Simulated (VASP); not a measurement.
An input for Quantum ESPRESSO's pw.x (written as the equivalent of a VASP run, and not itself run):

```
&CONTROL
  calculation = 'scf'
  pseudo_dir = './pseudo'
  outdir = './out'
  tprnfor = .true.
  tstress = .true.
/
&SYSTEM
  ibrav = 0
  nat = 3
  ntyp = 2
  ecutwfc = 88
  occupations = 'smearing'
  smearing = 'fermi-dirac'
  degauss = 0.000735
  input_dft = 'pz'
/
&ELECTRONS
  conv_thr = 7.3e-08
  electron_maxstep = 100
/
ATOMIC_SPECIES
  Be 9.012 Be.upf
  C 12.011 C.upf
CELL_PARAMETERS angstrom
     0.0000000    2.1568490    2.1568490
     2.1568490    0.0000000    2.1568490
     2.1568490    2.1568490    0.0000000
ATOMIC_POSITIONS crystal
  Be   0.7500000  0.7500000  0.7500000
  Be   0.2500000  0.2500000  0.2500000
  C    0.0000000  0.0000000  0.0000000
K_POINTS automatic
  7 7 7 0 0 0
```

Task: Translate this input to VASP (INCAR, KPOINTS, POSCAR, choice of POTCAR).

Result: One answer among several that fit: 
**POSCAR**
```
Be2C
1
    0.0000000000     2.1568490000     2.1568490000
    2.1568490000     0.0000000000     2.1568490000
    2.1568490000     2.1568490000     0.0000000000
Be C
2 1
Direct
  0.7500000000   0.7500000000   0.7500000000
  0.2500000000   0.2500000000   0.2500000000
  0.0000000000   0.0000000000   0.0000000000
```

KPOINTS:
```
K-points
0
G
7 7 7
```

### INCAR
```
SYSTEM = Be2C
PREC = Accurate
ENCUT = 400
EDIFF = 1E-6
NELM = 100
ALGO = Normal
LREAL = .FALSE.
LASPH = .TRUE.
ISMEAR = -1
SIGMA = 0.01
LWAVE = .FALSE.
LCHARG = .FALSE.
ISIF = 2
```

POTCAR, in this order: Be C (LDA.64 set). Program: vasp_std.

The two are equivalent in intent, not identical: the potentials are each code's own (VASP's PAW set, PseudoDojo norm-conserving files in pw.x), so ENCUT and ecutwfc are chosen apart and not converted; conv_thr bounds pw.x's estimated SCF error, while EDIFF bounds the energy change between steps.

The structure comes from a computed database's Be2C entry; how it stands against other phases isn't given here. The cell was not relaxed at this level. The run is one of a series of settings (GGA removed, POTCAR Be C (LDA.64 set) against the base run), some of them coarse on purpose.
